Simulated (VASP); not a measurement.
An input for Ansatz (written as the equivalent of a VASP run, and not itself run):

Ansatz 0.2 input:
```yaml
crystal:
  lattice:
    - [4.5584040, 0.0000000, 0.0000000]
    - [0.0000000, 4.5584040, 0.0000000]
    - [0.0000000, 0.0000000, 5.7439680]
  atoms:
    - { symbol: Hg, position: [0.5000000, 0.0000000, 0.2368000] }
    - { symbol: Hg, position: [0.0000000, 0.5000000, 0.7632000] }
    - { symbol: Se, position: [0.0000000, 0.0000000, 0.0000000] }
    - { symbol: Se, position: [0.5000000, 0.5000000, 0.0000000] }
kpoints:
  mp_grid: { grid: [4, 4, 3] }
hamiltonian:
  xc: pbe
  pseudopotentials: { kind: paw }
scf:
  occupations: { method: fermi_dirac, width: 0.1 }
  max_iter: 100
output: { forces: true, stress: true, eigenvalues: true }
```

Task: Translate this input to VASP (INCAR, KPOINTS, POSCAR, choice of POTCAR).

Result: This is not unique; one that fits is 
File POSCAR:
```
HgSe
11.4879360
  0.3967992162   0.0000000000   0.0000000000
  0.0000000000   0.3967992162   0.0000000000
  0.0000000000   0.0000000000   0.5000000000
Hg Se
2 2
Cartesian
  0.1983996081   0.0000000000   0.1184000000
  0.0000000000   0.1983996081   0.3816000000
  0.0000000000   0.0000000000   0.0000000000
  0.1983996081   0.1983996081   0.0000000000
```

KPOINTS:
```
Automatic mesh
0
Gamma
4 4 3
0 0 0
```

### INCAR
```
SYSTEM = HgSe
PREC = Accurate
ENCUT = 300
EDIFF = 1E-6
NELM = 100
ALGO = Normal
LREAL = .FALSE.
LASPH = .TRUE.
ISMEAR = -1
SIGMA = 0.1
GGA = PE
LMAXMIX = 6
LWAVE = .FALSE.
LCHARG = .FALSE.
ISIF = 2
```

POTCAR, in this order: Hg Se (PBE.64 set). Program: vasp_std.

What does not carry over: each code has its own PAW files, so the cut-off isn't converted (ENCUT is set for VASP's; basis.ecutwfc is left out, and Ansatz then takes the one that its files recommend); Ansatz stops its SCF on the density residual and VASP on the energy change (EDIFF).

The structure was generated: HgSe was put into an ordered model structure, which need not be its known phase. The cell was not relaxed at this level. The k-mesh is coarse (spacing up to 0.36 per Å, 2π included), so the numbers may not be converged in it.
